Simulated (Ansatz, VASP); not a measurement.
**P2Se2O: VASP beside Ansatz**

```
P Se O
1.0
     3.93528    0.00000    0.00000
    -1.96764    3.40805    0.00000
     0.00000    0.00000    7.49170
P Se O
2 2 1
Direct
  0.33333 0.66667 0.00000
  0.66667 0.33333 0.00000
  0.00000 0.00000 0.74704
  0.00000 0.00000 0.25296
  0.00000 0.00000 0.50000
```

Alike in both runs: functional PBE; dispersion D3(BJ); k mesh 6 × 6 × 4; occupations gaussian, width 0.1 eV; no spin polarisation.

Ansatz relaxed the structure, and its values are those at the end. VASP's run is a single point on that final structure, the one shown.

|  | VASP | Ansatz |
| --- | --- | --- |
| version | VASP 6.6.1 | Ansatz 0.2.0 |
| potentials or method | VASP PAW PBE potentials, release 64 (P, Se, O) | scalar-relativistic, plane waves, PAW |
| plane-wave cutoff (eV) | 520 | 420 |
| valence electrons in the cell | 28 | 48 |

VASP gave:

| Property | Result |
| --- | --- |
| gap on the k mesh at the Fermi level (eV) | none |
| pressure (GPa) | -0.1 |
| rms of the force components (eV/Å) | 0.025 |

**Question.** What did Ansatz give for the same quantities?

**Answer.** gap on the k mesh at the Fermi level (eV): none; pressure (GPa): -0.1; rms of the force components (eV/Å): 0.008.

A gap of «none» marks a metal or a gap that the smearing closes. The two sets of potentials don't hold the same shells in valence.

Caveats: pairwise dispersion overbinds metals, which lowers pressure and volume.
